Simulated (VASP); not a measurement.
Input:

```
CELL_PARAMETERS angstrom
     12.15810     0.00000     0.00000
      0.00000     3.93553     0.00000
      0.00000     0.00000    11.52036
ATOMIC_POSITIONS crystal
  Sb 0.14032 0.75000 0.03809
  Sb 0.85968 0.25000 0.96191
  Sb 0.35968 0.25000 0.53809
  Sb 0.64032 0.75000 0.46191
  Sb 0.03381 0.25000 0.32959
  Sb 0.96619 0.75000 0.67041
  Sb 0.46619 0.75000 0.82959
  Sb 0.53381 0.25000 0.17041
  Se 0.94835 0.75000 0.12753
  Se 0.05165 0.25000 0.87247
  Se 0.55165 0.25000 0.62753
  Se 0.44835 0.75000 0.37247
  Se 0.20533 0.25000 0.19210
  Se 0.79467 0.75000 0.80790
  Se 0.29467 0.75000 0.69210
  Se 0.70533 0.25000 0.30790
  Se 0.62735 0.75000 0.05410
  Se 0.37265 0.25000 0.94590
  Se 0.87265 0.25000 0.55410
  Se 0.12735 0.75000 0.44590
```

Level of theory: PBEsol GGA, VASP's PBE PAW potentials (set 64) (plane waves; VASP 6.6.1). Run with LREAL = Auto, 300 eV cut-off, 1×3×1 Γ-centred mesh, Gaussian smearing of 0.010 eV, potentials Sb Se.

### Question
Which forces act on the atoms, in eV/Å?

### Answer

| atom | Fx | Fy | Fz |
|---|---|---|---|
| Sb1 | 0.492 | 0.000 | -0.271 |
| Sb2 | -0.492 | 0.000 | 0.271 |
| Sb3 | -0.492 | 0.000 | -0.271 |
| Sb4 | 0.492 | 0.000 | 0.271 |
| Sb5 | -0.465 | 0.000 | -0.066 |
| Sb6 | 0.465 | 0.000 | 0.066 |
| Sb7 | 0.465 | 0.000 | -0.066 |
| Sb8 | -0.465 | 0.000 | 0.066 |
| Se9 | -0.454 | 0.000 | 0.444 |
| Se10 | 0.454 | 0.000 | -0.444 |
| Se11 | 0.454 | 0.000 | 0.444 |
| Se12 | -0.454 | 0.000 | -0.444 |
| Se13 | 0.415 | 0.000 | -0.043 |
| Se14 | -0.415 | 0.000 | 0.043 |
| Se15 | -0.415 | 0.000 | -0.043 |
| Se16 | 0.415 | 0.000 | 0.043 |
| Se17 | 0.473 | 0.000 | -0.325 |
| Se18 | -0.473 | 0.000 | 0.325 |
| Se19 | -0.473 | 0.000 | -0.325 |
| Se20 | 0.473 | 0.000 | 0.325 |

### Question
Give the stress tensor in GPa (positive for a compressed cell).

### Answer

```
1.98  0.00  0.00
0.00  2.48  0.00
0.00  0.00  0.76
```
The pressure is its mean diagonal, 1.74 GPa.

The structure comes from a computed database's Sb2Se3 entry; how it stands against other phases isn't given here. The cell was not relaxed at this level. The k-mesh is coarse (spacing up to 0.55 per Å, 2π included), so the numbers may not be converged in it.
